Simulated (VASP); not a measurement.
```
CELL_PARAMETERS angstrom
      1.78412    -3.14529     0.00000
      1.78412     3.14529     0.00000
      0.00000     0.00000     5.43156
ATOMIC_POSITIONS crystal
  Tm 0.33333 0.66667 0.25000
  Tm 0.69202 0.35868 0.75000
```

These are PBE GGA, VASP's PBE PAW potentials (set 64) (plane waves; VASP 6.6.1) values and carry that method's errors. Run with 400 eV cut-off, 7×7×4 Monkhorst-Pack mesh, first-order Methfessel-Paxton smearing of 0.10 eV, potentials Tm_3.

The 4f electrons are frozen in the core of the lanthanide potential, so 4f levels, which can set the real gap, and their magnetism are missing.

Problem. Give the force on each atom (eV/Å).

Solution. 
```json
[
 {"atom": "Tm1", "Fx": "0.140", "Fy": "-0.034", "Fz": "0.000"},
 {"atom": "Tm2", "Fx": "-0.140", "Fy": "0.034", "Fz": "0.000"}
]
```

Problem. Give the stress tensor in GPa (positive for a compressed cell).

Solution. 
```
-0.37  -0.46   0.00
-0.46  -1.53   0.00
 0.00   0.00   1.63
```
The pressure is its mean diagonal, -0.09 GPa.

The compound is Tm in the hcp structure. The cell was not relaxed at this level, atoms are displaced from their ideal sites. The run is one of a series of settings (KPOINTS 7×7×4 Monkhorst-Pack mesh against the base run), some of them coarse on purpose.
